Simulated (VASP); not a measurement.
Calculation: PBEsol GGA, VASP's PBE PAW potentials (set 64) (plane waves; VASP).

Input for VASP

### KPOINTS
```
Regular mesh
0
G
 13 13 13
```

**INCAR**
```
EDIFFG = -0.02   ! ionic stop
LCHARG = .FALSE.
EDIFF = 1E-6
SIGMA = 0.1
SYSTEM = FeAl
PREC = Accurate
IBRION = 2   ! conjugate gradients
GGA = PS
LMAXMIX = 4
LWAVE = .FALSE.
NSW = 40   ! most ionic steps
PSTRESS = 50   ! kbar
LREAL = .FALSE.   ! projection in real space or not
ENCUT = 500   ! plane-wave cut-off (eV)
LASPH = .TRUE.   ! aspherical one-centre terms
ALGO = Normal   ! blocked Davidson
ISMEAR = 1   ! Methfessel-Paxton
NELM = 100   ! most electronic steps
ISIF = 3   ! ions, shape and volume
```

POSCAR:
```
FeAl
1
    2.8181800527     0.0000000000    -0.0000000000
   -0.0000000000     2.8181800527    -0.0000000000
    0.0000000000    -0.0000000000     2.8181800527
Al Fe
1 1
Direct
  0.5000000000   0.5000000000   0.5000000000
  0.0000000000   0.0000000000   0.0000000000
```

POTCAR, in this order: Al Fe (PBE.64 set). Program: vasp_std.

Output

### OUTCAR
```
 ion  position               nearest neighbor table
   1  0.500  0.500  0.500-   2 2.44   2 2.44   2 2.44   2 2.44   2 2.44   2 2.44   2 2.44   2 2.44
  LATTYP: Found a simple cubic cell.
 ALAT       =     2.8181800527
 Subroutine PRICEL returns:
 Original cell was already a primitive cell.
 Subroutine GETGRP returns: Found 48 space group operations
The static configuration has the point symmetry O_h .
The dynamic configuration has the point symmetry O_h .
 Subroutine INISYM returns: Found 48 space group operations
 Subroutine IBZKPT returns following result:
 Found     84 irreducible k-points:

 Following reciprocal coordinates:
            Coordinates               Weight
  0.000000  0.000000  0.000000      1.000000
  0.076923  0.000000  0.000000      6.000000
  0.153846  0.000000  0.000000      6.000000
  0.230769  0.000000  0.000000      6.000000
  0.307692  0.000000  0.000000      6.000000
  0.384615  0.000000  0.000000      6.000000
  0.461538  0.000000  0.000000      6.000000
  0.076923  0.076923  0.000000     12.000000
  0.153846  0.076923  0.000000     24.000000
  0.230769  0.076923  0.000000     24.000000
  0.307692  0.076923  0.000000     24.000000
  0.384615  0.076923  0.000000     24.000000
  0.461538  0.076923  0.000000     24.000000
  0.153846  0.153846  0.000000     12.000000
  0.230769  0.153846  0.000000     24.000000
  0.307692  0.153846  0.000000     24.000000
  0.384615  0.153846  0.000000     24.000000
  0.461538  0.153846  0.000000     24.000000
  0.230769  0.230769  0.000000     12.000000
  0.307692  0.230769  0.000000     24.000000
  0.384615  0.230769  0.000000     24.000000
  0.461538  0.230769  0.000000     24.000000
  0.307692  0.307692  0.000000     12.000000
  0.384615  0.307692  0.000000     24.000000
  0.461538  0.307692  0.000000     24.000000
  0.384615  0.384615  0.000000     12.000000
  0.461538  0.384615  0.000000     24.000000
  0.461538  0.461538  0.000000     12.000000
  0.076923  0.076923  0.076923      8.000000
  0.153846  0.076923  0.076923     24.000000
  0.230769  0.076923  0.076923     24.000000
  0.307692  0.076923  0.076923     24.000000
  0.384615  0.076923  0.076923     24.000000
  0.461538  0.076923  0.076923     24.000000
  0.153846  0.153846  0.076923     24.000000
  0.230769  0.153846  0.076923     48.000000
  0.307692  0.153846  0.076923     48.000000
  0.384615  0.153846  0.076923     48.000000
  0.461538  0.153846  0.076923     48.000000
  0.230769  0.230769  0.076923     24.000000
   k-points           NKPTS =     84   k-points in BZ     NKDIM =     84   number of bands    NBANDS=      9
   number of dos      NEDOS =    301   number of ions     NIONS =      2
   total plane-waves  NPLWV =  13824
   dimension x,y,z NGX =    24 NGY =   24 NGZ =   24
   dimension x,y,z NGXF=    48 NGYF=   48 NGZF=   48
   ions per type =               1   1
   PREC   = accura    normal or accurate (medium, high low for compatibility)
   ISTART =      0    job   : 0-new  1-cont  2-samecut
   ICHARG =      2    charge: 1-file 2-atom 10-const
   ISPIN  =      1    spin polarized calculation?
   LNONCOLLINEAR =      F non collinear calculations
   LSORBIT =      F    spin-orbit coupling
   INIWAV =      1    electr: 0-lowe 1-rand  2-diag
   ENCUT  =  500.0 eV  36.75 Ry    6.06 a.u.   5.14  5.14  5.14*2*pi/ulx,y,z
   NELM   =    100;   NELMIN=  2; NELMDL= -5     # of ELM steps
   EDIFF  = 0.1E-05   stopping-criterion for ELM
   LREAL  =      F    real-space projection
   NLSPLINE    = F    spline interpolate recip. space projectors
   LMAXMIX     =    4 max onsite mixed and CHGCAR
   VOSKOWN=      0    Vosko Wilk Nusair interpolation
...
```

**OSZICAR**
```
       N       E                     dE             d eps       ncg     rms          rms(c)
DAV:   1     0.294012855404E+02    0.29401E+02   -0.50102E+03  1552   0.122E+03
DAV:   2    -0.145982435095E+02   -0.44000E+02   -0.42014E+02  1512   0.177E+02
DAV:   3    -0.158429564642E+02   -0.12447E+01   -0.12257E+01  1804   0.409E+01
DAV:   4    -0.158679738895E+02   -0.25017E-01   -0.24999E-01  1948   0.520E+00
DAV:   5    -0.158684051380E+02   -0.43125E-03   -0.43121E-03  1781   0.575E-01    0.152E+01
DAV:   6    -0.175736316299E+02   -0.17052E+01   -0.76224E+01  1708   0.140E+02    0.173E+01
DAV:   7    -0.137497687843E+02    0.38239E+01   -0.35923E+01  1664   0.858E+01    0.263E+00
DAV:   8    -0.137090768881E+02    0.40692E-01   -0.23855E-01  1698   0.623E+00    0.148E+00
DAV:   9    -0.136920240239E+02    0.17053E-01   -0.44085E-02  1848   0.307E+00    0.363E-01
DAV:  10    -0.136915783646E+02    0.44566E-03   -0.93615E-04  1928   0.443E-01    0.190E-01
DAV:  11    -0.136915472506E+02    0.31114E-04   -0.31699E-05  1625   0.475E-02    0.145E-02
DAV:  12    -0.136915460567E+02    0.11938E-05   -0.74180E-06  1724   0.410E-02    0.508E-03
DAV:  13    -0.136915459854E+02    0.71303E-07   -0.17127E-07   799   0.494E-03
   1 F= -.12993047E+02 E0= -.12992862E+02  d E =-.129930E+02
```

### OUTCAR
```
------------------------ aborting loop because EDIFF is reached ----------------------------------------
  FORCE on cell =-STRESS in cart. coord.  units (eV):
  Direction    XX          YY          ZZ          XY          YZ          ZX
  --------------------------------------------------------------------------------------
  Total        0.6978950      0.6978950      0.6978950      0.0000000      0.0000000     -0.0000000
  in kB       49.9567834     49.9567834     49.9567834      0.0000000      0.0000000     -0.0000000
  external PRESSURE =      -0.0432166 kB  Pullay stress =      50.0000000 kB
  volume of cell :       22.38
      direct lattice vectors                 reciprocal lattice vectors
     2.818180053  0.000000000  0.000000000     0.354838932  0.000000000  0.000000000
     0.000000000  2.818180053  0.000000000     0.000000000  0.354838932  0.000000000
     0.000000000  0.000000000  2.818180053     0.000000000  0.000000000  0.354838932
 POSITION                                       TOTAL-FORCE (eV/Angst)
 -----------------------------------------------------------------------------------
      1.40909      1.40909      1.40909         0.000000      0.000000      0.000000
      0.00000      0.00000      0.00000         0.000000      0.000000      0.000000
 -----------------------------------------------------------------------------------
    total drift:                               -0.000000      0.000000      0.000000
  FREE ENERGIE OF THE ION-ELECTRON SYSTEM (eV)
  ---------------------------------------------------
  free  energy   TOTEN  =       -13.6915459854 eV

  energy  without entropy=      -13.6909899313  energy(sigma->0) =      -13.69136063
  enthalpy is  TOTEN    =       -12.9930472378 eV   P V=        0.6984987476

 reached required accuracy - stopping structural energy minimisation
```
(Selected blocks of OUTCAR.)

The compound is FeAl in the CsCl type structure. It was relaxed first under an external pressure of 5 GPa. The run is not spin-polarised, so no magnetic state was tried. The electron count is odd and the run is not spin-polarised, which forces a metal.
